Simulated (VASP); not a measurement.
Here is the system:

```xyz
2
Lattice="4.5164 0.0000 0.0000 0.0000 4.5164 0.0000 0.0000 0.0000 4.5164" Properties=species:S:1:pos:R:3 pbc="T T T"
Cs     0.0000     0.0000     0.0000
I      2.2582     2.2582     2.2582
```

These are PBEsol GGA, VASP's PBE PAW potentials (set 64) (plane waves; VASP 6.6.1) values and carry that method's errors. Settings: 480 eV cut-off, 6×6×6 Γ-centred mesh, Gaussian smearing of 0.050 eV, potentials Cs_sv I.

Unless said otherwise, spin-orbit coupling is left out, though it shifts the bands of the heavy elements here.

Question: Estimate the energy per atom (σ→0), band gap (on the k-mesh) with the smallest direct gap where there is one.

Answer: 
The band gap (on the k-mesh) is 3.81 eV and the smallest direct gap (on the k-mesh) comes out as 3.89 eV. The energy per atom (σ→0) is -2.887 eV/atom.

The absolute energy has meaning only against runs of the same code, potentials and settings.

The compound is CsI in the CsCl type structure. It was relaxed first.
